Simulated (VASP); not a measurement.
Here is a VASP 6.6.1 calculation.

INCAR

```
PREC = Accurate
ENCUT = 600
EDIFF = 1E-6
ISMEAR = 1
SIGMA = 0.1
LREAL = False
LASPH = True
NELM = 80
ALGO = Normal
ISIF = 3
LWAVE = False
LCHARG = False
IBRION = 2
NSW = 90
EDIFFG = -0.01
```

KPOINTS

```
Automatic mesh
0
Gamma
  12 12 6
```

Contents of POSCAR:

```
La
1.0
    3.7500000000      0.0000000000      0.0000000000
   -1.8750000000      3.2475952600      0.0000000000
    0.0000000000      0.0000000000      6.0700000000
La
2
Direct
    0.3333333300      0.6666666700      0.2500000000
    0.6666666700      0.3333333300      0.7500000000
```

Potentials or basis: VASP PAW LDA potentials, release 64 (La).

Run with:

```console
$ cat potpaw_LDA.64/La/POTCAR > POTCAR
$ mpirun -np 1 vasp_std > vasp.out
```

Q: Estimate the band gap on the k mesh.

A: None (metal or under the smearing width).

Q: Estimate the relaxed volume.

A: 32.41 Å³/atom.

The path:
```csv
step,energy change (eV),largest force (eV/Å),pressure (GPa),volume (Å³)
1,0.0000,0.0000,-3.10,73.92
2,-0.0886,0.0000,-0.67,66.54
3,-0.0920,0.0000,-0.03,64.89
4,-0.0920,0.0000,0.08,64.72
5,-0.0924,0.0000,-0.03,64.89
6,-0.0926,0.0000,-0.16,65.26
7,-0.0927,0.0000,-0.10,65.11
8,-0.0927,0.0000,-0.14,65.16
9,-0.0927,0.0000,-0.14,65.14
10,-0.0928,0.0000,-0.07,64.90
11,-0.0928,0.0000,-0.06,64.93
12,-0.0928,0.0000,-0.11,64.95
13,-0.0928,0.0000,-0.05,64.93
14,-0.0929,0.0000,0.00,64.83
```

Caveat: the volume moved by -12 % from the deposited cell, more than functionals usually miss. LDA usually gives volumes a few per cent too small.
